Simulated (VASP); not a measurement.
Data:

```yaml
crystal:
  lattice:
    - [2.99656, 0.00000, 0.00000]
    - [-1.49828, 2.59510, 0.00000]
    - [0.00000, 0.00000, 7.30974]
  atoms:
    - { symbol: Mg, position: [0.33333, 0.66667, 0.66599] }
    - { symbol: Mg, position: [0.66667, 0.33333, 0.33401] }
    - { symbol: Zn, position: [0.00000, 0.00000, 0.00000] }
    - { symbol: O, position: [0.33333, 0.66667, 0.17205] }
    - { symbol: O, position: [0.66667, 0.33333, 0.82795] }
    - { symbol: O, position: [0.00000, 0.00000, 0.50000] }
```

Calculation: PBEsol GGA, VASP's PBE PAW potentials (set 64) (plane waves; VASP 6.6.1). Settings: 520 eV cut-off, 9×9×3 Γ-centred mesh, Gaussian smearing of 0.010 eV, potentials Mg Zn O.

### Question
Give the electronic dielectric tensor ε∞ (DFPT, local fields included).

### Answer

```
3.75  0.00  0.00
0.00  3.75  0.00
0.00  0.00  3.68
```

### Question
Give the Born effective charges.

### Answer

```
atom   Z*xx   Z*yy   Z*zz   mean
----  -----  -----  -----  -----
Mg1    1.99   1.99   2.21   2.06
Mg2    1.99   1.99   2.21   2.06
Zn3    2.34   2.34   1.80   2.16
O4    -2.17  -2.17  -2.00  -2.11
O5    -2.17  -2.17  -2.00  -2.11
O6    -1.98  -1.98  -2.23  -2.07
```

### Question
And the static tensor with the ions free?

### Answer

```
14.7  0.00  0.00
0.00  14.7  0.00
0.00  0.00  12.7
```

### Question
Which frequencies do the optical Γ-point modes have (no LO-TO splitting)?

### Answer
138 (×2), 193 (×2), 288, 320 (×2), 340 (×2), 367, 378 (×2), 401, 573, 615 cm⁻¹.

The structure comes from a computed database's Mg2ZnO3 entry (P-3m1); how it stands against other phases isn't given here. It was relaxed first.
